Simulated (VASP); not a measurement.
Given:

```yaml
crystal:
  lattice:
    - [0.00000, 2.82980, 2.82980]
    - [2.82980, 0.00000, 2.82980]
    - [2.82980, 2.82980, 0.00000]
  atoms:
    - { symbol: Eu, position: [0.00000, 0.00000, 0.00000] }
    - { symbol: S, position: [0.50000, 0.50000, 0.50000] }
```

All values below come from PBEsol GGA, VASP's PBE PAW potentials (set 64) (plane waves; VASP). Run with 520 eV cut-off, 8×8×8 Γ-centred mesh, Gaussian smearing of 0.050 eV, potentials Eu_2 S.

The 4f electrons are frozen in the core of the lanthanide potential, so 4f levels, which can set the real gap, and their magnetism are missing.

Question: The job: EuS (rock salt), 2 atoms, PBEsol, static run, 520 eV, 8×8×8 Γ-centred mesh. Roughly how much core time does it take on a busy server core?

Answer: About 9 core-seconds (one run on a shared machine, a rough figure). It had 29 irreducible k-points, 11 bands, up to 1243 plane waves and 13 electronic steps.

The compound is EuS in the rock salt structure. This cell is one point of a volume scan, at 0.94 of the reference volume.
